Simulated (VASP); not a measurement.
Here is a VASP 6.6.1 calculation.

INCAR

```
PREC = Accurate
ENCUT = 520
EDIFF = 1E-6
ISMEAR = -1
SIGMA = 0.08
LREAL = False
LASPH = True
NELM = 100
ALGO = Fast
ISIF = 2
LWAVE = False
LCHARG = True
GGA = CA
LELF = True
LVHAR = True
NBANDS = 34
```

Contents of KPOINTS:

```
regular mesh
0
Gamma
  8 8 8
```

The input POSCAR:

```
YPb3
1.0
    4.8624544500      0.0000000000      0.0000000000
    0.0000000000      4.8624544500      0.0000000000
    0.0000000000      0.0000000000      4.8624544500
Y Pb
1 3
Direct
    0.0000000000      0.0000000000      0.0000000000
    0.5000000000      0.5000000000      0.0000000000
    0.5000000000      0.0000000000      0.5000000000
    0.0000000000      0.5000000000      0.5000000000
```

Potentials or basis: VASP PAW LDA potentials, release 64 (Y_sv, Pb_d).

Launch:

```console
$ cat potpaw_LDA.64/Y_sv/POTCAR potpaw_LDA.64/Pb_d/POTCAR > POTCAR
$ mpirun -np 1 vasp_std > vasp.out
```

(1) What does it give for the band gap on the k mesh?

(2) What does it give for the pressure?

Results:

(1) none (metal or under the smearing width).

(2) -3.5 GPa.
